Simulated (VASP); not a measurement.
```
CELL_PARAMETERS angstrom
     -1.39488     1.39488     1.39488
      1.39488    -1.39488     1.39488
      1.39488     1.39488    -1.39488
ATOMIC_POSITIONS crystal
  Fe 0.00000 0.00000 0.00000
```
Starting moments (μB, in the order of the record's atoms Fe): 2.0.

Level of theory: MS2 meta-GGA, VASP's PBE PAW potentials (set 64) (plane waves; VASP 6.6.1). Numerical set-up: 520 eV cut-off, 18×18×18 Γ-centred mesh, first-order Methfessel-Paxton smearing of 0.10 eV, potentials Fe.

Task: Give the energy at these volumes per atom, relative to the lowest: 10.20, 10.52, 10.85, 11.17, 11.50 Å³.

Result: 33.1, 8.0, 0.0, 6.2, 24.1 meV/atom. A third-order Birch-Murnaghan fit gives B0 = 231 GPa and B0′ = 5.4.

Measured: bulk modulus 174 GPa at 0 K (computed value off by +32.6 %), as given by H. Levämäki et al., Physical Review B (2014), arXiv:1402.3671 [corrected for temperature and zero-point phonon effects]; a 2.853 Å at 0 K (computed value off by -2.2 %), as given by Daniel Mejia-Rodriguez et al., Physical Review B (2018), arXiv:1807.09216 [static lattice: zero-point anharmonic expansion removed].

The compound is Fe in the bcc structure. It was relaxed first, which changed the volume by -8 %.
